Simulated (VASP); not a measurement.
Given:

```
CELL_PARAMETERS angstrom
      0.00000     2.50891     2.50891
      2.50891     0.00000     2.50891
      2.50891     2.50891     0.00000
ATOMIC_POSITIONS crystal
  Gd 0.00000 0.00000 0.00000
  N  0.50000 0.50000 0.50000
```

These are RPBE GGA, VASP's PBE PAW potentials (set 64) (plane waves; VASP) values and carry that method's errors. Numerical set-up: 520 eV cut-off, 8×8×8 Γ-centred mesh, Gaussian smearing of 0.050 eV, potentials Gd_3 N.

The 4f electrons are frozen in the core of the lanthanide potential, so 4f levels, which can set the real gap, and their magnetism are missing.

**Question.** What does the run give for the energy per atom (σ→0), band gap (on the k-mesh) with the smallest direct gap where there is one?

**Answer.** 
- band gap (on the k-mesh): 0.07 eV
- smallest direct gap (on the k-mesh): 0.35 eV
- energy per atom (σ→0): -7658 meV/atom

The compound is GdN in the rock salt structure. It was relaxed first. The start is the result of an earlier pass.
